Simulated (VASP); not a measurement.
Input:

```
CELL_PARAMETERS angstrom
      0.00000     1.76475     1.76475
      1.76475     0.00000     1.76475
      1.76475     1.76475     0.00000
ATOMIC_POSITIONS crystal
  C  0.00000 0.00000 0.00000
  C  0.25000 0.25000 0.25000
```

Method: PBEsol GGA, VASP's PBE PAW potentials (set 64) (plane waves; VASP). Run with 620 eV cut-off, 13×13×13 Γ-centred mesh, Gaussian smearing of 0.050 eV, potentials C.

The ions, cell shape and volume at an external pressure of 20.0 GPa are relaxed. Which structure does the run end with?

```
CELL_PARAMETERS angstrom
      0.00000     1.75321     1.75321
      1.75321     0.00000     1.75321
      1.75321     1.75321     0.00000
ATOMIC_POSITIONS crystal
  C  0.00000 0.00000 0.00000
  C  0.25000 0.25000 0.25000
```
Space group Fd-3m (227), at a tolerance of 0.03 Å.

How do energy and volume change from the first to the last step?

The energy (σ→0) changes by +10.0 meV/atom and the volume by -1.9 %, in 3 ionic steps.

```csv
step,E(σ→0) (eV),max force (eV/Å),pressure (GPa),volume (Å³)
1,-19.2474,0.000,10.00,10.99
2,-19.1710,0.000,36.61,10.46
3,-19.2275,0.000,19.92,10.78
```

The compound is C in the diamond structure. This run relaxes it under an external pressure of 20 GPa. Symmetry was kept, so distortions that lower it aren't found.
